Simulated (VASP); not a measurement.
Here is the system:

```xyz
2
Lattice="0.0000 3.5857 3.5857 3.5857 0.0000 3.5857 3.5857 3.5857 0.0000" Properties=species:S:1:pos:R:3 pbc="T T T"
K      0.0000     0.0000     0.0000
I      3.5857     3.5857     3.5857
```

Level of theory: vdW-DF2, VASP's PBE PAW potentials (set 64) (plane waves; VASP 6.6.1). Run with 520 eV cut-off, 6×6×6 Γ-centred mesh, Gaussian smearing of 0.050 eV, potentials K_sv I.

Unless said otherwise, spin-orbit coupling is left out, though it shifts the bands of the heavy elements here.

Task: What does the run give for the energy per atom (σ→0), band gap (on the k-mesh) with the smallest direct gap where there is one?

Result: 
- band gap (on the k-mesh): 3.56 eV
- smallest direct gap (on the k-mesh): 3.56 eV
- energy per atom (σ→0): -0.891 eV/atom

The absolute energy has meaning only against runs of the same code, potentials and settings.

The compound is KI in the rock salt structure. It was relaxed first. The start is the result of an earlier pass.
